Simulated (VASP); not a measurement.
Crystal: Be.

```xyz
2
Lattice="2.2858 0.0000 0.0000 -1.1429 1.9796 0.0000 0.0000 0.0000 3.5843" Properties=species:S:1:pos:R:3 pbc="T T T"
Be    0.0000    1.3197    0.8961
Be    1.1429    0.6599    2.6882
```

```yaml
Program: VASP 6.6.1
Task: relaxation of cell and atoms
Functional: PBEsol
Potentials_or_basis: VASP PAW PBE potentials, release 64 (Be)
Cutoff: 480 eV
k_mesh: 21 × 21 × 12
Occupations: gaussian, width 0.1 eV
Spin: no spin polarisation
```

At the start: pressure -3.6 GPa; volume 8.11 Å³/atom.

How do energy, volume and symmetry change on relaxing?

Over 5 steps the energy falls by 3.1 meV/atom and the volume is 7.85 Å³/atom (-3.2 %); space group P6_3/mmc (No. 194, to 0.05 Å).

Step by step:
| step | energy change (eV) | largest force (eV/Å) | pressure (GPa) | volume (Å³) |
| --- | --- | --- | --- | --- |
| 1 | 0.0000 | 0.0000 | -3.64 | 16.22 |
| 2 | -0.0060 | 0.0000 | -0.55 | 15.79 |
| 3 | -0.0062 | 0.0000 | 0.04 | 15.71 |
| 4 | -0.0062 | 0.0000 | 0.12 | 15.70 |
| 5 | -0.0062 | 0.0000 | 0.07 | 15.71 |

Final structure:
```cif
data_structure
_symmetry_space_group_name_H-M 'P 1'
_symmetry_Int_Tables_number 1
_cell_length_a 2.2568
_cell_length_b 2.2568
_cell_length_c 3.5611
_cell_angle_alpha 90.000
_cell_angle_beta 90.000
_cell_angle_gamma 120.000
_cell_volume 15.71
loop_
_atom_site_label
_atom_site_type_symbol
_atom_site_fract_x
_atom_site_fract_y
_atom_site_fract_z
_atom_site_occupancy
Be1 Be 0.33333 0.66667 0.25000 1
Be2 Be 0.66667 0.33333 0.75000 1
```

Caveat: the PAW data sets were made with another functional, which shifts forces and pressure a little.
